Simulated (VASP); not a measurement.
P (space group Cmce): computed properties

Calculation: r2SCAN+rVV10, VASP's PBE PAW potentials (set 64) (plane waves; VASP).

```yaml
space_group: Cmce (64)
cell: a = 3.301 Å, b = 10.632 Å, c = 4.466 Å, α = β = γ = 90.00°
volume_per_atom: 19.59 Å³/atom
band gap (over mesh and band path): 0.02 eV
smallest direct gap (over mesh and band path): 0.02 eV
band_edge_character: direct, Y to Y
density: 2.63 g/cm³
```

```xyz
4
Lattice="1.6503 -5.3160 0.0000 1.6503 5.3160 0.0000 0.0000 0.0000 4.4658" Properties=species:S:1:pos:R:3 pbc="T T T"
P      1.6503    -4.2613     0.3839
P      1.6503    -1.0547     2.6168
P      1.6503     4.2613     4.0819
P      1.6503     1.0547     1.8490
```

The structure comes from a measured P entry (Cmce) of the Crystallography Open Database, whose conditions weren't checked. It was relaxed first. Symmetry was kept, so distortions that lower it aren't found.
